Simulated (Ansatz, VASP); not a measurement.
# Zr (Zirconium): VASP beside Ansatz, part 2 of 2

One calculation is typed for both programs; each brings its own data sets. How far apart do they land? The structure shown comes from an earlier Ansatz run, which isn't shown and may have moved the atoms alone.

VASP 6.6.1 and Ansatz 0.2.0.

So far: Set-up; Ansatz: elastic constants, LDA.

## Step 3: VASP: elastic constants, LDA

Level of this step: LDA; plane waves and PAW (Zr_sv) (VASP).

The same cell, functional (in two slightly different forms), mesh and smearing now go to VASP, with its own data sets.

Lines of VASP's logs that name or quote its potential files are left out, and so is its time.

The input, INCAR:

```
SYSTEM = Zr
PREC = Accurate
ENCUT = 500
EDIFF = 1E-08
NELM = 120
ISMEAR = 1
SIGMA = 0.25
LREAL = .FALSE.
ALGO = Normal
GGA = PW92
NBANDS = 18
LASPH = .TRUE.
LORBIT = 11
LWAVE = .FALSE.
LCHARG = .FALSE.
ISIF = 3
IBRION = 6
NFREE = 2
POTIM = 0.015
NSW = 1
GGA_COMPAT = .FALSE.
KPAR = 2
```

The input, POSCAR:

```
Zr
1.0
    3.1430050143      0.0000000000      0.0000000000
   -1.5715025072      2.7219221866      0.0000000000
    0.0000000000      0.0000000000      5.0896344865
Zr
2
Direct
    0.3333333334      0.6666666668      0.2500000000
    0.6666666668      0.3333333334      0.7500000000
```

The input, KPOINTS:

```
Automatic mesh
0
Gamma
15 15 8
0 0 0
```

Potentials, in the order of the species: Zr_sv (LDA family, release 64).

Run with:

```console
> mpirun -np 2 vasp_std
```

Numbers of over 12 decimals in the logs are rounded to 6 here.

The program printed:

```text
[banner, memory and clock lines left out]
running    2 mpi-ranks, on    1 nodes
 distrk:  each k-point on    1 cores,    2 groups
 distr:  one band on    1 cores,    1 groups

 POSCAR found type information on POSCAR Zr
 POSCAR found :  1 types and       2 ions
|                                                                             |
|               ----> ADVICE to this user running VASP <----                  |
|                                                                             |
|     You enforced a specific xc type in the INCAR file but a different       |
|     [... a line on the potential file left out ...]
|     I HOPE YOU KNOW WHAT YOU ARE DOING!                                     |
|                                                                             |

 LDA part: xc-table for (Slater(with rela. corr.)+PW92), standard interpolation
 POSCAR, INCAR and KPOINTS ok, starting setup
 FFT: planning ... GRIDC
 FFT: planning ... GRID_SOFT
 FFT: planning ... GRID
 WAVECAR not read
 entering main loop
       N       E                     dE             d eps       ncg     rms          rms(c)
DAV:   1     0.211647057278E+03    0.21165E+03   -0.13262E+04  4876   0.130E+03
DAV:   2    -0.332234349503E+01   -0.21497E+03   -0.21159E+03  5658   0.380E+02
DAV:   3    -0.187827067053E+02   -0.15460E+02   -0.15322E+02  8716   0.749E+01
DAV:   4    -0.192361442934E+02   -0.45344E+00   -0.45313E+00  5768   0.123E+01
DAV:   5    -0.192477930193E+02   -0.11649E-01   -0.11645E-01  7178   0.147E+00    0.163E+01
DAV:   6    -0.186712148273E+02    0.57658E+00   -0.86580E-01  5250   0.727E+00    0.667E+00
DAV:   7    -0.185591478646E+02    0.11207E+00   -0.56788E-01  7100   0.498E+00    0.107E+00
DAV:   8    -0.185621073044E+02   -0.29594E-02   -0.33180E-02  6370   0.149E+00    0.254E-01
DAV:   9    -0.185623537114E+02   -0.24641E-03   -0.11650E-03  6172   0.322E-01    0.306E-02
DAV:  10    -0.185623390330E+02    0.14678E-04   -0.37925E-05  7174   0.403E-02    0.239E-02
DAV:  11    -0.185623397527E+02   -0.71970E-06   -0.81594E-06  5314   0.337E-02    0.228E-03
DAV:  12    -0.185623396965E+02    0.56141E-07   -0.31390E-07  6552   0.383E-03    0.193E-03
DAV:  13    -0.185623397009E+02   -0.43483E-08   -0.26361E-08  4266   0.122E-03
   1 F= -.18562340E+02 E0= -.18563256E+02  d E =0.274914E-02
[... from here on, the cycles between the ionic steps are left out ...]
   2 F= -.18557861E+02 E0= -.18558804E+02  d E =0.283150E-02
   3 F= -.18557657E+02 E0= -.18558684E+02  d E =0.308046E-02
   9 F= -.18560983E+02 E0= -.18561933E+02  d E =0.284877E-02
  10 F= -.18561864E+02 E0= -.18562841E+02  d E =0.293160E-02
  11 F= -.18561864E+02 E0= -.18562841E+02  d E =0.293160E-02
  12 F= -.18561866E+02 E0= -.18562845E+02  d E =0.293851E-02
  13 F= -.18561866E+02 E0= -.18562845E+02  d E =0.293855E-02
  14 F= -.18562290E+02 E0= -.18563208E+02  d E =0.275292E-02
  15 F= -.18562290E+02 E0= -.18563208E+02  d E =0.275292E-02
  16 F= -.18561779E+02 E0= -.18562694E+02  d E =0.274405E-02
 Finite differences progress:
  Degree of freedom:   8/  8
  Displacement:        1/  2
  Total:              15/ 16
 bond charge predicted
       N       E                     dE             d eps       ncg     rms          rms(c)
DAV:   1    -0.185569555705E+02    0.48234E-02   -0.28741E+00  6912   0.176E+01    0.221E-01
DAV:   2    -0.185619169496E+02   -0.49614E-02   -0.62459E-02  7156   0.250E+00    0.112E-01
DAV:   3    -0.185618211728E+02    0.95777E-04   -0.10692E-03 11168   0.228E-01    0.506E-02
DAV:   4    -0.185617809227E+02    0.40250E-04   -0.63405E-05  7762   0.602E-02    0.838E-03
DAV:   5    -0.185617792518E+02    0.16709E-05   -0.59056E-06 10156   0.165E-02    0.297E-03
DAV:   6    -0.185617790250E+02    0.22686E-06   -0.52909E-07  8128   0.825E-03    0.729E-04
DAV:   7    -0.185617790095E+02    0.15486E-07   -0.54239E-08  8144   0.215E-03    0.330E-04
DAV:   8    -0.185617790051E+02    0.43751E-08   -0.11671E-08  4206   0.120E-03
  17 F= -.18561779E+02 E0= -.18562694E+02  d E =0.274405E-02
 Finite differences progress:
  Degree of freedom:   8/  8
  Displacement:        2/  2
  Total:              16/ 16
```

Parts of OUTCAR (step 3):

```text
ion  position               nearest neighbor table
   1  0.333  0.667  0.250-   2 3.13   2 3.13   2 3.13   2 3.13   2 3.13   2 3.13
   2  0.667  0.333  0.750-   1 3.13   1 3.13   1 3.13   1 3.13   1 3.13   1 3.13

  LATTYP: Found a hexagonal cell.
 ALAT       =     3.1430050143
 C/A-ratio  =     1.6193529642

 Subroutine GETGRP returns: Found 24 space group operations
 (whereof 12 operations were pure point group operations)

The static configuration has the point symmetry D_3d.
 The point group associated with its full space group is D_6h.

 Found    135 irreducible k-points:

   k-points           NKPTS =    135   k-points in BZ     NKDIM =    135   number of bands    NBANDS=     18

   dimension x,y,z NGX =    24 NGY =   24 NGZ =   40
   dimension x,y,z NGXF=    48 NGYF=   48 NGZF=   80

   ENCUT  =  500.0 eV  36.75 Ry    6.06 a.u.   5.73  5.73  9.28*2*pi/ulx,y,z

   NELECT =      24.0000    total number of electrons

 k-points in reciprocal lattice and weights: Automatic mesh
   0.00000000  0.00000000  0.00000000       0.001
   0.06666667 -0.00000000  0.00000000       0.003
   0.13333333 -0.00000000  0.00000000       0.003
   0.20000000  0.00000000  0.00000000       0.003
   0.26666667 -0.00000000  0.00000000       0.003
   0.33333333  0.00000000  0.00000000       0.003
   0.40000000  0.00000000  0.00000000       0.003
   0.46666667  0.00000000  0.00000000       0.003
   0.06666667  0.06666667  0.00000000       0.003
[...]
0.33333333  0.26666667  0.50000000       0.007
   0.33333333  0.33333333  0.50000000       0.001

 average (electrostatic) potential at core
       1 -73.5209       2 -73.5209

 E-fermi :   9.5674

 k-point     1 :       0.0000    0.0000    0.0000
  band No.  band energies     occupation
    ...
      6     -16.4402      2.00000
      7     -16.4172      2.00000
      8     -16.4172      2.00000
      9       3.8290      2.00000
     10       6.3427      2.00000
     11      10.4186     -0.00002
     12      10.4290     -0.00001
     13      10.4290     -0.00001
     14      10.9663     -0.00000
     15      11.1443     -0.00000
    ...

 k-point     2 :       0.0667   -0.0000    0.0000
  band No.  band energies     occupation
    ...
      6     -16.4592      2.00000
      7     -16.4467      2.00000
      8     -16.4227      2.00000
      9       3.9665      2.00000
     10       6.4717      2.00000
     11      10.0310     -0.02485
     12      10.5570     -0.00000
     13      10.6557     -0.00000
     14      10.7493     -0.00000
     15      11.0225     -0.00000
    ...

 k-point     3 :       0.1333   -0.0000    0.0000
  band No.  band energies     occupation
    ...
      7     -16.4665      2.00000
      8     -16.4389      2.00000
      9       4.3601      2.00000
     10       6.8212      2.00000
     11       9.5549      1.08482
     12       9.9541     -0.05106
     13      10.6718     -0.00000
     14      10.9353     -0.00000
     15      11.1389     -0.00000
     16      11.4516     -0.00000
    ...

  Total        0.0032859      0.0032859      0.0253442     -0.0000000     -0.0000000     -0.0000000
  in kB        0.1209070      0.1209070      0.9325705     -0.0000000     -0.0000000     -0.0000000
  external PRESSURE =       0.3914615 kB  Pullay stress =       0.0000000 kB

  energy-cutoff  :      500.00
  volume of cell :       43.54
      direct lattice vectors                 reciprocal lattice vectors
     3.143005014  0.000000000  0.000000000     0.318166848  0.183693716  0.000000000
    -1.571502507  2.721922187  0.000000000     0.000000000  0.367387431  0.000000000
     0.000000000  0.000000000  5.089634486     0.000000000  0.000000000  0.196477763

 POSITION                                       TOTAL-FORCE (eV/Angst)
 -----------------------------------------------------------------------------------
     -0.00000      1.81461      1.25741        -0.000000      0.000000      0.074891
      1.57150      0.90731      3.81723         0.000000     -0.000000     -0.074891
 -----------------------------------------------------------------------------------
    total drift:                               -0.000001     -0.000001     -0.000460

  FREE ENERGIE OF THE ION-ELECTRON SYSTEM (eV)
  ---------------------------------------------------
  free  energy   TOTEN  =       -18.5617790051 eV

  energy  without entropy=      -18.5645230557  energy(sigma->0) =      -18.56269369

  SYMMETRIZED ELASTIC MODULI (kBar)
 Direction    XX          YY          ZZ          XY          YZ          ZX
 --------------------------------------------------------------------------------
 XX        1499.5453    612.8842    815.1928     -0.0000     -0.0000     -0.0000
 YY         612.8842   1499.5453    815.1928     -0.0000     -0.0000     -0.0000
 ZZ         815.1928    815.1928   1788.3937     -0.0000      0.0000      0.0000
 XY          -0.0000     -0.0000     -0.0000    443.3305      0.0000      0.0000
 YZ          -0.0000     -0.0000     -0.0000      0.0000    156.5847     -0.0000
 ZX          -0.0000     -0.0000      0.0000     -0.0000     -0.0000    156.5847
 --------------------------------------------------------------------------------

 Eigenvectors and eigenvalues of the dynamical matrix
 ----------------------------------------------------

   1 f  =    5.172166 THz    32.497678 2PiTHz  172.524890 cm-1    21.390351 meV
             X         Y         Z           dx          dy          dz
     -0.000000  1.814615  1.272409     0.000000    0.000000    0.707107
      1.571503  0.907307  3.817226     0.000000    0.000000   -0.707107

   2 f  =    1.533412 THz     9.634711 2PiTHz   51.149115 cm-1     6.341679 meV
             X         Y         Z           dx          dy          dz
     -0.000000  1.814615  1.272409    -0.527428    0.470977    0.000000
      1.571503  0.907307  3.817226     0.527428   -0.470977    0.000000

   3 f  =    1.533412 THz     9.634711 2PiTHz   51.149115 cm-1     6.341679 meV
             X         Y         Z           dx          dy          dz
     -0.000000  1.814615  1.272409     0.470977    0.527428    0.000000
      1.571503  0.907307  3.817226    -0.470977   -0.527428    0.000000

   4 f  =    0.000000 THz     0.000000 2PiTHz    0.000000 cm-1     0.000000 meV
             X         Y         Z           dx          dy          dz
     -0.000000  1.814615  1.272409     0.668654    0.230005    0.000000
      1.571503  0.907307  3.817226     0.668654    0.230005    0.000000

   5 f  =    0.000000 THz     0.000000 2PiTHz    0.000000 cm-1     0.000000 meV
             X         Y         Z           dx          dy          dz
     -0.000000  1.814615  1.272409     0.000000    0.000000    0.707107
      1.571503  0.907307  3.817226     0.000000    0.000000    0.707107

   6 f/i=    0.000000 THz     0.000000 2PiTHz    0.000000 cm-1     0.000000 meV
             X         Y         Z           dx          dy          dz
     -0.000000  1.814615  1.272409    -0.230005    0.668654    0.000000
      1.571503  0.907307  3.817226    -0.230005    0.668654    0.000000

 ELASTIC MODULI CONTR FROM IONIC RELAXATION (kBar)
 Direction    XX          YY          ZZ          XY          YZ          ZX
 --------------------------------------------------------------------------------
 XX        -254.1434    254.1434     -0.0000      0.0000      0.0000     -0.0000
 YY         254.1434   -254.1434      0.0000      0.0000      0.0000      0.0000
 ZZ          -0.0000      0.0000     -0.0000      0.0000      0.0000      0.0000
 XY           0.0000      0.0000      0.0000   -254.1434      0.0000     -0.0000
 YZ           0.0000      0.0000      0.0000      0.0000      0.0000      0.0000
 ZX          -0.0000      0.0000      0.0000     -0.0000      0.0000     -0.0000
 --------------------------------------------------------------------------------

 TOTAL ELASTIC MODULI (kBar)
 Direction    XX          YY          ZZ          XY          YZ          ZX
 --------------------------------------------------------------------------------
 XX        1245.4018    867.0276    815.1928     -0.0000     -0.0000     -0.0000
 YY         867.0276   1245.4018    815.1928     -0.0000     -0.0000     -0.0000
 ZZ         815.1928    815.1928   1788.3937     -0.0000      0.0000      0.0000
 XY          -0.0000     -0.0000     -0.0000    189.1871      0.0000      0.0000
 YZ          -0.0000     -0.0000     -0.0000      0.0000    156.5847     -0.0000
 ZX          -0.0000     -0.0000      0.0000     -0.0000     -0.0000    156.5847
 --------------------------------------------------------------------------------

 total charge
# of ion       s       p       d       tot
------------------------------------------
    1        2.249   5.958   1.724   9.931
    2        2.249   5.958   1.724   9.931
--------------------------------------------------
tot          4.497  11.916   3.449  19.862

[... 3 further parts left out ...]
```

CONTCAR:

```
Zr
   1.00000000000000
     3.1430050142999999    0.0000000000000000    0.0000000000000000
    -1.5715025072000000    2.7219221866000001    0.0000000000000000
     0.0000000000000000    0.0000000000000000    5.0896344864999996
  Zr
     2
Direct
     0.3333333333999987    0.6666666667999975    0.2470528335502703
     0.6666666667999976    0.3333333333999988    0.7500000000000000
```

The last energy, forces, stress and levels in OUTCAR belong to the last displaced cell, not to the cell of POSCAR.

Levels, forces or a CONTCAR printed for this step are those of its last displaced cell, not of the structure at rest.

## Step 4: Comparison

Known differences besides the potentials themselves: the cutoff is 420 eV in Ansatz and 500 eV in VASP; VASP's log shows a relativistic correction to its local exchange, Ansatz's none; VASP takes each elastic constant from one size of strain, Ansatz from those that its log lists. Total energies have different zeros and are not compared.

Compared:

| quantity | Ansatz | VASP | difference |
| --- | --- | --- | --- |
| C11 (GPa) | 127.4 | 124.5 | +2.30 % |
| C22 (GPa) | 127.4 | 124.5 | +2.30 % |
| C33 (GPa) | 179.9 | 178.8 | +0.59 % |
| C12 (GPa) | 85.3 | 86.7 | -1.67 % |
| C13 (GPa) | 81.6 | 81.5 | +0.14 % |
| C23 (GPa) | 81.6 | 81.5 | +0.14 % |
| C44 (GPa) | 16.1 | 15.7 | +2.94 % |
| C55 (GPa) | 16.1 | 15.7 | +2.94 % |
| C66 (GPa) | 21.1 | 18.9 | +11.39 % |

## Step 5: Summary of results

```
difference in C66 (elastic constants, LDA) : 11 %
```

In words: The difference in C66 is 11 % (elastic constants, LDA), beyond the 5 % picked in this series as the mark of a large difference. How closely two codes agree says nothing of how well the functional describes the real material.

[Lines on the potential files, build, host, timing and source positions are cut from VASP's logs without a mark.]

[Logs are printed without paths, hosts, clocks, repeated set-up lines and the standing remarks that a program may print on its own settings, such as how far it seeks lower states.]

[Hosts, paths, dates, database ids (printed as entryN), source tags and the programs' standing remarks are cut or masked in the printed files.]
